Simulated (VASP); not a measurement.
Level of theory: LDA (Ceperley-Alder, Perdew-Zunger), VASP's LDA PAW potentials (set 64) (plane waves; VASP).

The input files of a VASP run:

**KPOINTS**
```
Automatic mesh
0
Gamma
10 10 10
0 0 0
```

INCAR:
```
LCHARG  =  F
EDIFFG  =  -0.02   ! ionic stop
LWAVE  =  F
IBRION  =  2   ! conjugate gradients
ISIF  =  3   ! ions, shape and volume
ALGO  =  Normal
PSTRESS  =  100
ENCUT  =  500   ! plane-wave cut-off (eV)
SYSTEM  =  CoSi2
LASPH  =  T   ! aspherical one-centre terms
ISMEAR  =  1   ! Methfessel-Paxton
EDIFF  =  1E-6
LREAL  =  F   ! projection in real space or not
SIGMA  =  0.1   ! width (eV)
PREC  =  Accurate
LMAXMIX  =  4   ! l cut-off of mixed one-centre charges
NSW  =  40
NELM  =  100
```

POSCAR:
```
CoSi2
1
    0.0000000000     2.5995629439     2.5995629439
    2.5995629439     0.0000000000     2.5995629439
    2.5995629439     2.5995629439     0.0000000000
Co Si
1 2
Direct
  0.0000000000   0.0000000000   0.0000000000
  0.2500000000   0.2500000000   0.2500000000
  0.7500000000   0.7500000000   0.7500000000
```

POTCAR, in this order: Co Si (LDA.64 set). Program: vasp_std.

The run wrote:

**OSZICAR**
```
       N       E                     dE             d eps       ncg     rms          rms(c)
DAV:   1     0.728502854642E+02    0.72850E+02   -0.70102E+03  1136   0.135E+03
DAV:   2    -0.184471093799E+02   -0.91297E+02   -0.84423E+02  1132   0.260E+02
DAV:   3    -0.231809607761E+02   -0.47339E+01   -0.45380E+01  1412   0.700E+01
DAV:   4    -0.232951260472E+02   -0.11417E+00   -0.11392E+00  1368   0.105E+01
DAV:   5    -0.232986502746E+02   -0.35242E-02   -0.35234E-02  1492   0.190E+00    0.154E+01
DAV:   6    -0.254715780306E+02   -0.21729E+01   -0.31630E+01  1380   0.126E+02    0.146E+01
DAV:   7    -0.219600047828E+02    0.35116E+01   -0.13959E+01  1492   0.100E+02    0.442E+00
DAV:   8    -0.219112321511E+02    0.48773E-01   -0.71844E-01  1252   0.690E+00    0.167E+00
DAV:   9    -0.218834244997E+02    0.27808E-01   -0.99332E-02  1472   0.708E+00    0.452E-01
DAV:  10    -0.218832840091E+02    0.14049E-03   -0.75914E-03  1484   0.136E+00    0.199E-01
DAV:  11    -0.218830141743E+02    0.26983E-03   -0.11723E-03  1476   0.771E-01    0.430E-02
DAV:  12    -0.218830108858E+02    0.32885E-05   -0.55832E-05  1692   0.928E-02    0.992E-03
DAV:  13    -0.218830109051E+02   -0.19294E-07   -0.98781E-07   968   0.106E-02
   1 F= -.19690103E+02 E0= -.19690445E+02  d E =-.196901E+02
```

### OUTCAR
```
------------------------ aborting loop because EDIFF is reached ----------------------------------------
  FORCE on cell =-STRESS in cart. coord.  units (eV):
  Direction    XX          YY          ZZ          XY          YZ          ZX
  --------------------------------------------------------------------------------------
  Total        2.1402672      2.1402672      2.1402672      0.0000000     -0.0000000      0.0000000
  in kB       97.5994938     97.5994938     97.5994938      0.0000000     -0.0000000      0.0000000
  external PRESSURE =      -2.4005062 kB  Pullay stress =     100.0000000 kB
  volume of cell :       35.13
      direct lattice vectors                 reciprocal lattice vectors
     0.000000000  2.599562944  2.599562944    -0.192340024  0.192340024  0.192340024
     2.599562944  0.000000000  2.599562944     0.192340024 -0.192340024  0.192340024
     2.599562944  2.599562944  0.000000000     0.192340024  0.192340024 -0.192340024
 POSITION                                       TOTAL-FORCE (eV/Angst)
 -----------------------------------------------------------------------------------
      0.00000      0.00000      0.00000         0.000000     -0.000000      0.000000
      1.29978      1.29978      1.29978        -0.000000     -0.000000      0.000000
      3.89934      3.89934      3.89934         0.000000      0.000000     -0.000000
 -----------------------------------------------------------------------------------
    total drift:                               -0.000000     -0.000000      0.000000
  FREE ENERGIE OF THE ION-ELECTRON SYSTEM (eV)
  ---------------------------------------------------
  free  energy   TOTEN  =       -21.8830109051 eV

  energy  without entropy=      -21.8840377336  energy(sigma->0) =      -21.88335318
  enthalpy is  TOTEN    =       -19.6901028339 eV   P V=        2.1929080712

 reached required accuracy - stopping structural energy minimisation
```
(Selected blocks of OUTCAR.)

OUTCAR:
```
 val. band max:       11.1959365975   @ k =   0.4000   0.0000   0.0000

 cond. band min:      11.2817607783   @ k =  -0.2000   0.3000   0.1000


 Fermi energy:        11.2388484155

 k-point     1 :       0.0000    0.0000    0.0000
  band No.  band energies     occupation
      1      -2.5225      2.00000
      2       6.7405      2.00000
      3       6.7405      2.00000
      4       6.7405      2.00000
      5       9.0236      2.00000
      6       9.0236      2.00000
      7      12.8434     -0.00000
      8      14.7406      0.00000
      9      14.7406      0.00000
     10      15.0332      0.00000
     11      15.0332      0.00000
     12      15.0332      0.00000

 k-point     2 :       0.1000    0.0000    0.0000
  band No.  band energies     occupation
      1      -2.3604      2.00000
      2       6.4103      2.00000
      3       6.7983      2.00000
      4       6.7983      2.00000
      5       8.9751      2.00000
      6       8.9751      2.00000
      7      12.5174     -0.00000
      8      13.4584      0.00000
      9      13.9377      0.00000
     10      13.9377      0.00000
     11      15.9066      0.00000
     12      15.9066      0.00000

 k-point     3 :       0.2000    0.0000    0.0000
  band No.  band energies     occupation
      1      -1.8786      2.00000
      2       5.5177      2.00000
      3       6.9477      2.00000
      4       6.9477      2.00000
      5       8.8893      2.00000
      6       8.8893      2.00000
      7      10.9376      2.00017
      8      13.0136     -0.00000
      9      13.0136     -0.00000
     10      13.8644      0.00000
     11      15.7527      0.00000
     12      15.7527      0.00000

 k-point     4 :       0.3000    0.0000    0.0000
  band No.  band energies     occupation
      1      -1.0928      2.00000
      2       4.2397      2.00000
      3       7.1138      2.00000
      4       7.1138      2.00000
      5       8.9089      2.00000
      6       8.9089      2.00000
...
```

The compound is CoSi2 in the fluorite structure. It was relaxed first under an external pressure of 10 GPa. The run is not spin-polarised, so no magnetic state was tried. The electron count is odd and the run is not spin-polarised, which forces a metal.
